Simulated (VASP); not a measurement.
# BaSrInSbO6 (F-43m) in VASP: single point with PBE

Aim: the single point of BaSrInSbO6 with PBE.

Program: VASP 6.6.1. These are calculated values, not measurements. Logs are shortened: lines on timing, memory, paths and dates and some standing lists are left out, and cuts for length are marked.

### Step 1. The crystal as given

Symmetry: F-43m, No. 216, cubic system. The conventional cell has a = 8.323 Å, b = 8.323 Å, c = 8.323 Å, α = 90.00°, β = 90.00°, γ = 90.00°. Around Ba (site symmetry -43m) lie 12 O at 2.94 Å. Around Sr (site symmetry -43m) lie 12 O at 2.94 Å. Around In (site symmetry -43m) lie 6 O at 2.16 Å. Around Sb (site symmetry -43m) lie 6 O at 2.00 Å. O (site symmetry 2mm) is surrounded by 1 Sb at 2.00 Å and 1 In at 2.16 Å.

The cell comes from a database or a generator and needn't be the stable form of this composition.

### Step 2. Single point, PBE

Contents of INCAR:

```
PREC     = Accurate       # precision mode
ENCUT    = 520            # plane-wave cutoff, eV
EDIFF    = 1E-6           # SCF threshold, eV
ISMEAR   = 0              # smearing method
SIGMA    = 0.01           # smearing width, eV
LREAL    = False          # projectors in reciprocal space
LASPH    = True           # aspherical terms in the spheres
NELM     = 100            # most SCF steps
ALGO     = Fast           # electronic algorithm
ISIF     = 2              # what is computed and relaxed
LWAVE    = False          # write WAVECAR
LCHARG   = False          # write CHGCAR
GGA      = PE             # functional
NBANDS   = 48             # bands
```

Contents of KPOINTS:

```
regular mesh
0
Gamma
  4 4 4
```

Contents of POSCAR:

```
BaSrInSbO6
1.0
    0.0000000000      4.1617220600      4.1617220600
    4.1617220600      0.0000000000      4.1617220600
    4.1617220600      4.1617220600      0.0000000000
Ba Sr In Sb O
1 1 1 1 6
Direct
    0.2500000000      0.2500000000      0.2500000000
    0.7500000000      0.7500000000      0.7500000000
    0.0000000000      0.0000000000      0.0000000000
    0.5000000000      0.5000000000      0.5000000000
    0.7405579000      0.2594421000      0.2594421000
    0.2594421000      0.7405579000      0.7405579000
    0.7405579000      0.7405579000      0.2594421000
    0.2594421000      0.2594421000      0.7405579000
    0.2594421000      0.7405579000      0.2594421000
    0.7405579000      0.2594421000      0.7405579000
```

Potentials or basis: VASP PAW PBE potentials, release 64 (Ba_sv, Sr_sv, In_d, Sb, O).

Launch:

```bash
$ cat potpaw_PBE.64/Ba_sv/POTCAR potpaw_PBE.64/Sr_sv/POTCAR potpaw_PBE.64/In_d/POTCAR potpaw_PBE.64/Sb/POTCAR potpaw_PBE.64/O/POTCAR > POTCAR
$ mpirun -np 1 vasp_std > vasp.out
```

OUTCAR:

```text
PREC = Accurate
   ENCUT = 520
   EDIFF = 1E-6
   ISMEAR = 0
   LREAL = False
   LASPH = True
   NELM = 100
   ISIF = 2
   GGA = PE

 ion  position               nearest neighbor table
   1  0.250  0.250  0.250-   5 2.94   8 2.94   9 2.94   6 2.94   8 2.94  10 2.94   6 2.94   7 2.94
                             9 2.94   5 2.94   7 2.94  10 2.94   3 3.60   4 3.60   3 3.60   3 3.60
   2  0.750  0.750  0.750-   6 2.94   8 2.94   9 2.94   5 2.94   8 2.94  10 2.94   5 2.94   7 2.94
                             9 2.94   6 2.94   7 2.94  10 2.94   4 3.60   3 3.60   4 3.60   4 3.60
   3  0.000  0.000  0.000-   5 2.16   6 2.16   7 2.16   8 2.16   9 2.16  10 2.16   1 3.60   2 3.60
                             2 3.60   2 3.60   2 3.60   1 3.60   1 3.60   1 3.60
   4  0.500  0.500  0.500-   5 2.00   6 2.00   7 2.00   8 2.00   9 2.00  10 2.00   1 3.60   2 3.60
                             1 3.60   1 3.60   1 3.60   2 3.60   2 3.60   2 3.60
   5  0.741  0.259  0.259-   4 2.00   3 2.16   1 2.94   1 2.94   2 2.94   2 2.94
   6  0.259  0.741  0.741-   4 2.00   3 2.16   2 2.94   1 2.94   1 2.94   2 2.94
   7  0.741  0.741  0.259-   4 2.00   3 2.16   2 2.94   1 2.94   1 2.94   2 2.94
   8  0.259  0.259  0.741-   4 2.00   3 2.16   1 2.94   1 2.94   2 2.94   2 2.94
   9  0.259  0.741  0.259-   4 2.00   3 2.16   1 2.94   1 2.94   2 2.94   2 2.94
  10  0.741  0.259  0.741-   4 2.00   3 2.16   2 2.94   1 2.94   1 2.94   2 2.94

  LATTYP: Found a face centered cubic cell.
 ALAT       =     8.3234441200

  Lattice vectors:

 A1 = (   0.0000000000,   4.1617220600,   4.1617220600)
 A2 = (   4.1617220600,   0.0000000000,   4.1617220600)
 A3 = (   4.1617220600,   4.1617220600,   0.0000000000)

Analysis of symmetry for initial positions (statically):
=====================================================================
 Subroutine PRICEL returns:
 Original cell was already a primitive cell.

 Routine SETGRP: Setting up the symmetry group for a
 face centered cubic supercell.

 Subroutine GETGRP returns: Found 24 space group operations
 (whereof 24 operations were pure point group operations)
 out of a pool of 48 trial point group operations.

The static configuration has the point symmetry T_d .

Analysis of symmetry for dynamics (positions and initial velocities):
=====================================================================
 Subroutine PRICEL returns:
 Original cell was already a primitive cell.

 Routine SETGRP: Setting up the symmetry group for a
 face centered cubic supercell.

 Subroutine GETGRP returns: Found 24 space group operations
 (whereof 24 operations were pure point group operations)
 out of a pool of 48 trial point group operations.

The dynamic configuration has the point symmetry T_d .

 Subroutine INISYM returns: Found 24 space group operations
 (whereof 24 operations are pure point group operations),
 and found     1 'primitive' translations

----------------------------------------------------------------------------------------

                                     Primitive cell

  volume of cell :     144.1615

  direct lattice vectors                    reciprocal lattice vectors
     0.000000000  4.161722060  4.161722060    -0.120142574  0.120142574  0.120142574
     4.161722060  0.000000000  4.161722060     0.120142574 -0.120142574  0.120142574
     4.161722060  4.161722060  0.000000000     0.120142574  0.120142574 -0.120142574

  length of vectors
     5.885563780  5.885563780  5.885563780     0.208093042  0.208093042  0.208093042

  position of ions in fractional coordinates (direct lattice)
     0.250000000  0.250000000  0.250000000
     0.750000000  0.750000000  0.750000000
     0.000000000  0.000000000  0.000000000
     0.500000000  0.500000000  0.500000000
     0.740557900  0.259442100  0.259442100
     0.259442100  0.740557900  0.740557900
     0.740557900  0.740557900  0.259442100
     0.259442100  0.259442100  0.740557900
     0.259442100  0.740557900  0.259442100
     0.740557900  0.259442100  0.740557900

  ion indices of the primitive-cell ions
   primitive index   ion index
                 1           1
                 2           2
                 3           3
                 4           4
                 5           5
                 6           6
                 7           7
                 8           8
                 9           9
                10          10

----------------------------------------------------------------------------------------

 KPOINTS: regular mesh

Automatic generation of k-mesh.
 Grid dimensions read from file:
 generate k-points for:    4    4    4

 Generating k-lattice:

  Cartesian coordinates                     Fractional coordinates (reciprocal lattice)
    -0.030035643  0.030035643  0.030035643     0.250000000  0.000000000  0.000000000
     0.030035643 -0.030035643  0.030035643     0.000000000  0.250000000  0.000000000
     0.030035643  0.030035643 -0.030035643     0.000000000  0.000000000  0.250000000

  Length of vectors
     0.052023261  0.052023261  0.052023261

  Shift w.r.t. Gamma in fractional coordinates (k-lattice)
     0.000000000  0.000000000  0.000000000

 Subroutine IBZKPT returns following result:
 ===========================================

 Found      8 irreducible k-points:

 Following reciprocal coordinates:
            Coordinates               Weight
  0.000000  0.000000  0.000000      1.000000
  0.250000  0.000000  0.000000      8.000000
  0.500000  0.000000  0.000000      4.000000
  0.250000  0.250000  0.000000      6.000000
  0.500000  0.250000  0.000000     24.000000
 -0.250000  0.250000  0.000000     12.000000
  0.500000  0.500000  0.000000      3.000000
 -0.250000  0.500000  0.250000      6.000000
   k-points           NKPTS =      8   k-points in BZ     NKDIM =      8   number of bands    NBANDS=     48
   number of dos      NEDOS =    301   number of ions     NIONS =     10
   total plane-waves  NPLWV = 110592
   dimension x,y,z NGX =    48 NGY =   48 NGZ =   48
   dimension x,y,z NGXF=    96 NGYF=   96 NGZF=   96
   ions per type =               1   1   1   1   6
   NGX,Y,Z   is equivalent  to a cutoff of  13.56, 13.56, 13.56 a.u.
   NGXF,Y,Z  is equivalent  to a cutoff of  27.12, 27.12, 27.12 a.u.
 SYSTEM =  unknown system
   PREC   = accura    normal or accurate (medium, high low for compatibility)
   ISTART =      0    job   : 0-new  1-cont  2-samecut
   ICHARG =      2    charge: 1-file 2-atom 10-const
   ISPIN  =      1    spin polarized calculation?
   LNONCOLLINEAR =      F non collinear calculations
   LSORBIT =      F    spin-orbit coupling
   LASPH  =      T    aspherical Exc in radial PAW
   ENCUT  =  520.0 eV  38.22 Ry    6.18 a.u.  10.94 10.94 10.94*2*pi/ulx,y,z
   NELM   =    100;   NELMIN=  2; NELMDL= -5     # of ELM steps
   EDIFF  = 0.1E-05   stopping-criterion for ELM
   LREAL  =      F    real-space projection
   EDIFFG = 0.1E-04   stopping-criterion for IOM
   NSW    =      0    number of steps for IOM
   IBRION =     -1    ionic relax: 0-MD 1-quasi-New 2-CG
   NFREE  =      0    steps in history (QN), initial steepest desc. (CG)
   ISIF   =      2    stress and relaxation
   ISYM   =      2    0-nonsym 1-usesym 2-fastsym
   POTIM  = 0.5000    time-step for ionic-motion
   TEBEG  =    0.0;   TEEND  =   0.0 temperature during run
   PSTRESS=    0.0 pullay stress
   NELECT =      74.0000    total number of electrons
   NUPDOWN=      -1.0000    fix difference up-down
   EMIN   =  10.00;   EMAX   =-10.00  energy-range for DOS
   EFERMI =   0.00;   METHOD = LEGACY
   ISMEAR =     0;   SIGMA  =   0.01  broadening in eV -4-tet -1-fermi 0-gaus
   EFERMI_NEDOS =   21; number of points for ismear=-14 and -15
   IALGO  =     68    algorithm
   IMIX   =      4    mixing-type and parameters
     AMIX     =   0.40;   BMIX     =  1.00
     AMIX_MAG =   1.60;   BMIX_MAG =  1.00
  volume/ion in A,a.u.               =      14.42        97.28
  Fermi-wavevector in a.u.,A,eV,Ry     =   1.310798  2.477048 23.377402  1.718191
  Thomas-Fermi vector in A             =   2.441303
   LORBIT       =      0    0 simple, 1 ext, 2 COOP (PROOUT), +10 PAW based schemes
   GGA     = PE    functional components
   LHFCALC =     F    Hartree Fock is set to
   AEXX    =    0.0000 exact exchange contribution
   IVDW    =     0    specifies the selected vdW correction
   LEPSILON=     F    determine dielectric tensor
   LRPA    =     F    only Hartree local field effects (RPA)
 non-spin polarized calculation
 RMM-DIIS sequential band-by-band and
 Gauss-broadening in eV      SIGMA  =   0.01
  energy-cutoff  :      520.00
  volume of cell :      144.16
 maximum number of plane-waves:      3895
 NGX is ok and might be reduce to    48
   NGX = 21   NGY = 21   NGZ = 21

 number of electron      74.0000001 magnetization

 Free energy of the ion-electron system (eV)
  ---------------------------------------------------
  ext. energy  EPLUGINS =         0.00000000
  ---------------------------------------------------
  free energy    TOTEN  =       -61.05725314 eV

  energy without entropy =      -61.05725314  energy(sigma->0) =      -61.05725314

 E-fermi :   4.0470     XC(G=0): -10.6596

 val. band max:        3.9849333978   @ k =   0.0000   0.0000   0.0000
 cond. band min:       4.7140199669   @ k =   0.0000   0.0000   0.0000
 fundamental gap:      0.7290865692
 Fermi energy:         4.0469970220

 k-point     1 :       0.0000    0.0000    0.0000
  band No.  band energies     occupation
      1     -29.4065      2.00000
      2     -21.0190      2.00000
      3     -14.0511      2.00000
      4     -12.6193      2.00000
      5     -12.6193      2.00000
      6     -12.6193      2.00000
[... 40 lines left out ...]
     47      11.0610      0.00000
     48      12.8594      0.00000
[... 355 lines left out ...]
     47      12.2123      0.00000
     48      12.6155      0.00000

------------------------ aborting loop because EDIFF is reached ----------------------------------------

  FORCE on cell =-STRESS in cart. coord.  units (eV):
  Direction    XX          YY          ZZ          XY          YZ          ZX
  --------------------------------------------------------------------------------------
  -------------------------------------------------------------------------------------
  Total        0.0812209      0.0812209      0.0812209     -0.0000000      0.0000000      0.0000000
  in kB        0.9026706      0.9026706      0.9026706     -0.0000000      0.0000000      0.0000000
  external PRESSURE =       0.9026706 kB  Pullay stress =       0.0000000 kB

 VOLUME and BASIS-vectors are now :
 -----------------------------------------------------------------------------
  energy-cutoff  :      520.00
  volume of cell :      144.16
      direct lattice vectors                 reciprocal lattice vectors
     0.000000000  4.161722060  4.161722060    -0.120142574  0.120142574  0.120142574
     4.161722060  0.000000000  4.161722060     0.120142574 -0.120142574  0.120142574
     4.161722060  4.161722060  0.000000000     0.120142574  0.120142574 -0.120142574

 POSITION                                       TOTAL-FORCE (eV/Angst)
 -----------------------------------------------------------------------------------
      2.08086      2.08086      2.08086         0.000000      0.000000      0.000000
      6.24258      6.24258      6.24258         0.000000      0.000000      0.000000
      0.00000      0.00000      0.00000         0.000000      0.000000      0.000000
      4.16172      4.16172      4.16172         0.000000      0.000000      0.000000
      2.15945      4.16172      4.16172        -0.027524      0.000000      0.000000
      6.16399      4.16172      4.16172         0.027524      0.000000      0.000000
      4.16172      4.16172      6.16399         0.000000      0.000000      0.027524
      4.16172      4.16172      2.15945         0.000000      0.000000     -0.027524
      4.16172      2.15945      4.16172         0.000000     -0.027524      0.000000
      4.16172      6.16399      4.16172         0.000000      0.027524      0.000000
 -----------------------------------------------------------------------------------
    total drift:                               -0.000000     -0.000000      0.000000

  FREE ENERGIE OF THE ION-ELECTRON SYSTEM (eV)
  ---------------------------------------------------
  free  energy   TOTEN  =       -61.0572531372 eV

  energy  without entropy=      -61.0572531372  energy(sigma->0) =      -61.05725314
```

Wall time 1.7 min (1 thread of Intel Xeon 6975P-C (Granite Rapids), shared host); peak memory 0.36 GiB.

Results:

```
Free energy            : -61.0573 eV
Pressure               : 0.1 GPa
Largest force          : 0.028 eV/Å
Band gap on the k mesh : 0.73 eV, direct
```

Forces in eV/Å, atoms in the order of the input:
```
Ba   0.000  0.000  0.000
Sr   0.000  0.000  0.000
In   0.000  0.000  0.000
Sb   0.000  0.000  0.000
O   -0.028  0.000  0.000
O    0.028  0.000  0.000
O    0.000  0.000  0.028
O    0.000  0.000 -0.028
O    0.000 -0.028  0.000
O    0.000  0.028  0.000
```

Levels at points of the mesh, in eV from the valence-band top:
```
           k point  band 35  band 36  band 37  band 38  band 39  band 40
(0.00, 0.00, 0.00)     0.00     0.00     0.00     0.73     5.02     5.02
(0.50, 0.00, 0.00)    -0.47    -0.47    -0.40     3.98     4.36     6.55
(0.50, 0.50, 0.00)    -0.87    -0.77    -0.07     4.58     6.44     6.61
```

Caveat: spin-orbit coupling is left out, which moves the levels of the heavy elements.
